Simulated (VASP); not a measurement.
```
CELL_PARAMETERS angstrom
      1.20102    -2.08023     0.00000
      1.20102     2.08023     0.00000
      0.00000     0.00000     5.14839
ATOMIC_POSITIONS crystal
  C  0.00000 0.00000 0.25000
  C  0.00000 0.00000 0.75000
  C  0.33333 0.66667 0.25000
  C  0.66667 0.33333 0.75000
```

These are PBE GGA, VASP's PBE PAW potentials (set 64) (plane waves; VASP) values and carry that method's errors. Numerical set-up: 620 eV cut-off, 10×10×5 Γ-centred mesh, Gaussian smearing of 0.050 eV, potentials C.

Without a dispersion term in the relaxation, distances and binding between the weakly bound layers, chains or molecules are unreliable, and so is what depends on them.

### Question
Estimate the energy per atom (σ→0), pressure.

### Answer

| Quantity | Result |
|---|---|
| energy per atom (σ→0) | -8.954 eV/atom |
| pressure | 44.94 GPa |

The compound is C in the graphite structure. It was relaxed first under an external pressure of 45 GPa.
